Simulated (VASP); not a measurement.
Given:

```xyz
6
Lattice="0.0000 3.9488 4.0841 2.2927 0.0000 4.0841 2.2927 3.9488 0.0000" Properties=species:S:1:pos:R:3 pbc="T T T"
Si     2.2927     5.2400     4.0841
Si     2.2927     2.6575     4.0841
Si     3.4391     4.6319     6.1262
Si     3.4391     7.2144     6.1262
Cu     0.0000     0.0000     0.0000
Cu     1.1464     1.9744     2.0421
```

These are PBE GGA, VASP's PBE PAW potentials (set 64) (plane waves; VASP) values and carry that method's errors. Settings: 300 eV cut-off, 5×5×5 Γ-centred mesh, Fermi-Dirac smearing of 0.14 eV, potentials Si Cu.

At this cut-off the stress carries a Pulay error, which pulls relaxed volumes low.

Q: Predict the energy per atom (σ→0), pressure, band gap (on the k-mesh) with the smallest direct gap where there is one.

A: 
```json
{
 "band gap (on the k-mesh)": "none (metal, semimetal or under 0.01 eV)",
 "energy per atom (σ→0)": "-4.393 eV/atom",
 "pressure": "16.18 GPa"
}
```

The absolute energy has meaning only against runs of the same code, potentials and settings.

The structure was generated: CuSi2 was put into an ordered model structure, which need not be its known phase. The cell was not relaxed at this level. The k-mesh is coarse (spacing up to 0.35 per Å, 2π included), so the numbers may not be converged in it. VASP warned that the highest band is occupied, so more bands are needed.
